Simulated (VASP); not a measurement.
An input for Quantum ESPRESSO's pw.x (written as the equivalent of a VASP run, and not itself run):

```
&CONTROL
  calculation = 'scf'
  pseudo_dir = './pseudo'
  outdir = './out'
  tprnfor = .true.
  tstress = .true.
/
&SYSTEM
  ibrav = 0
  nat = 5
  ntyp = 3
  ecutwfc = 84
  occupations = 'smearing'
  smearing = 'gaussian'
  degauss = 0.003675
  input_dft = 'vdw-df2'
/
&ELECTRONS
  conv_thr = 7.3e-09
  electron_maxstep = 100
/
ATOMIC_SPECIES
  Ba 137.327 Ba.upf
  Hf 178.490 Hf.upf
  O 15.999 O.upf
CELL_PARAMETERS angstrom
     4.3465047    0.0000000    0.0000000
     0.0000000    4.3465047    0.0000000
     0.0000000    0.0000000    4.3465047
ATOMIC_POSITIONS crystal
  Ba   0.0000000  0.0000000  0.0000000
  Hf   0.5000000  0.5000000  0.5000000
  O    0.5000000  0.0000000  0.5000000
  O    0.0000000  0.5000000  0.5000000
  O    0.5000000  0.5000000  0.0000000
K_POINTS automatic
  5 5 5 0 0 0
```

Write the VASP files for the same calculation (vdW-DF2).

Several could match; the one computed here: 
**INCAR**
```
# general
SYSTEM  =BaHfO3
PREC    =Accurate
ENCUT   =520   # plane-wave cut-off (eV)
LREAL   =F   # projection in real space or not
LASPH   =T   # aspherical one-centre terms

# electronic loop
EDIFF   =1E-7
NELM    =100   # most electronic steps
ALGO    =Normal   # blocked Davidson
LMAXMIX =6

# smearing
ISMEAR  =0   # Gaussian
SIGMA   =0.05   # width (eV)

# functional
GGA     =ML
LUSE_VDW=T
AGGAC   =0.0
ZAB_VDW =-1.8867

# ions
ISIF    =2

# output
LWAVE   =F
LCHARG  =F
```

**POSCAR**
```
BaHfO3
4.3465050
  0.9999999380   0.0000000000   0.0000000000
  0.0000000000   0.9999999380   0.0000000000
  0.0000000000   0.0000000000   0.9999999380
Ba Hf O
1 1 3
Cartesian
  0.0000000000   0.0000000000   0.0000000000
  0.4999999690   0.4999999690   0.4999999690
  0.4999999690   0.0000000000   0.4999999690
  0.0000000000   0.4999999690   0.4999999690
  0.4999999690   0.4999999690   0.0000000000
```

KPOINTS:
```
K-points
0
gamma
 5 5 5
```

POTCAR, in this order: Ba_sv Hf_pv O (PBE.64 set). Program: vasp_std.

What does not carry over: the potentials are each code's own (VASP's PAW set, PseudoDojo norm-conserving files in pw.x), so ENCUT and ecutwfc are chosen apart and not converted; conv_thr bounds pw.x's estimated SCF error, while EDIFF bounds the energy change between steps.

The compound is BaHfO3 in the cubic perovskite structure. This cell is one point of a volume scan, at 1.06 of the reference volume.
